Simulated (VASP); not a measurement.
A VASP calculation is set up with these files.

INCAR:
```
! general
SYSTEM   = LiH
PREC     = Accurate
ENCUT    = 400
LREAL    = .FALSE.
LASPH    = .TRUE.
ISYM     = 3

! electronic loop
EDIFF    = 1E-6
NELM     = 100
ALGO     = Normal

! smearing
ISMEAR   = 0
SIGMA    = 0.01

! functional
GGA      = PE
LHFCALC  = .TRUE.
AEXX     = 0.25
HFSCREEN = 0.2
PRECFOCK = Fast

! ions
ISIF     = 2

! output
LWAVE    = .FALSE.
LCHARG   = .FALSE.
```

File KPOINTS:
```
Automatic mesh
0
Gamma
4 4 4
0.5 0.5 0.5
```

File POSCAR:
```
LiH
1.9917480
  0.0000000000   1.0000000000   1.0000000000
  1.0000000000   0.0000000000   1.0000000000
  1.0000000000   1.0000000000   0.0000000000
Li H
1 1
Direct
  0.0000000000   0.0000000000   0.0000000000
  0.5000000000   0.5000000000   0.5000000000
```

POTCAR, in this order: Li_sv H (PBE.64 set). Program: vasp_std.

Write an equivalent input for Quantum ESPRESSO's pw.x.

One equivalent input (not run):
```
&CONTROL
  calculation = 'scf'
  pseudo_dir = './pseudo'
  outdir = './out'
  tprnfor = .true.
  tstress = .false.
/
&SYSTEM
  ibrav = 0
  nat = 2
  ntyp = 2
  ecutwfc = 74
  occupations = 'smearing'
  smearing = 'gaussian'
  degauss = 0.000735
  input_dft = 'hse'
  nqx1 = 4
  nqx2 = 4
  nqx3 = 4
  screening_parameter = 0.1058
/
&ELECTRONS
  conv_thr = 7.3e-08
  electron_maxstep = 100
/
ATOMIC_SPECIES
  Li 6.940 Li.upf
  H 1.008 H.upf
CELL_PARAMETERS angstrom
     0.0000000    1.9917480    1.9917480
     1.9917480    0.0000000    1.9917480
     1.9917480    1.9917480    0.0000000
ATOMIC_POSITIONS crystal
  Li   0.0000000  0.0000000  0.0000000
  H    0.5000000  0.5000000  0.5000000
K_POINTS automatic
  4 4 4 1 1 1
```
Limits of the translation: the potentials are each code's own (VASP's PAW set, PseudoDojo norm-conserving files in pw.x), so ENCUT and ecutwfc are chosen apart and not converted; conv_thr bounds pw.x's estimated SCF error, while EDIFF bounds the energy change between steps.

The structure comes from a computed database's LiH entry; how it stands against other phases isn't given here. The cell was not relaxed at this level. The k-mesh is coarse (spacing up to 0.68 per Å, 2π included), so the numbers may not be converged in it. The run is one of a series of settings (AEXX = 0.25, HFSCREEN = 0.2, ISYM = 3, LHFCALC = .TRUE., PRECFOCK = Fast, KPOINTS 4×4×4 Γ-centred mesh shifted by (0.5, 0.5, 0.5) against the base run), some of them coarse on purpose.
